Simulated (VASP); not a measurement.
Here is the system:

```
CELL_PARAMETERS angstrom
      3.69804     0.00000     0.00000
     -1.84902     3.20260     0.00000
      0.00000     0.00000     6.77054
ATOMIC_POSITIONS crystal
  Sn 0.00000 0.00000 0.00000
  S  0.33333 0.66667 0.21823
  S  0.66667 0.33333 0.78177
```

The numbers are results of PBE GGA, VASP's PBE PAW potentials (set 64) (plane waves; VASP), not measurements. Settings: 480 eV cut-off, 6×6×3 Γ-centred mesh, Gaussian smearing of 0.050 eV, potentials Sn S.

Without a dispersion term in the relaxation, distances and binding between the weakly bound layers, chains or molecules are unreliable, and so is what depends on them.

Task: What does the run give for the energy per atom (σ→0)?

Result: 
The energy per atom (σ→0) is -4.417 eV/atom.

The structure comes from a computed database's SnS2 entry (P-3m1); how it stands against other phases isn't given here. It was relaxed first, which changed the volume by +10 %. The start is the result of an earlier pass.
